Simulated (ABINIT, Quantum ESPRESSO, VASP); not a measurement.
# BaHfO3 (Pm-3m, 5 atoms in the cell) computed with different codes at matched settings

Self-consistent single point.

```xyz
5
Lattice="4.1700 0.0000 0.0000 0.0000 4.1700 0.0000 0.0000 0.0000 4.1700" Properties=species:S:1:pos:R:3 pbc="T T T"
Ba     0.0000     0.0000     0.0000
Hf     2.0850     2.0850     2.0850
O      2.0850     0.0000     2.0850
O      0.0000     2.0850     2.0850
O      2.0850     2.0850     0.0000
```

Shared settings, as Quantum ESPRESSO writes them: occupations = smearing; smearing = fermi-dirac; degauss = 0.000734986 Ry; K_POINTS = automatic 8 8 8 0 0 0. Potentials and cutoffs stand in the table.

| code | model | pressure (GPa) | gap on the mesh (eV) | cutoff |
|---|---|---|---|---|
| ABINIT | PBEsol, PAW (JTH v2.0 PBE PAW, files made for PBE) | -1.95 | 3.494 | 653 eV |
| Quantum ESPRESSO | PBEsol, GBRV 1.5 ultrasoft (PBESOL) pseudopotentials | -1.81 | 3.562 | 40 Ry |
| VASP | PBEsol, VASP's PBE PAW potentials (set 64) | -6.10 | 3.493 | 400 eV |

Gaps are read on the mesh.

On ABINIT's run: spin-orbit coupling is off.

The spread over the programs that give each value: pressure within 4.29 GPa; gap on the mesh within 0.069 eV.

In the pressure, VASP (by 4.15) lies more than 1 GPa from the median of the plane-wave programs.

VASP's run is marked for a possible Pulay error in its stress at this cutoff; no cutoff test was made.

The starting cell has typed, rounded lattice constants, without a prior relaxation at this level.

Left out of this page: Ansatz, GPAW, CP2K, FLEUR and SIESTA (not drawn, or without a comparable value).
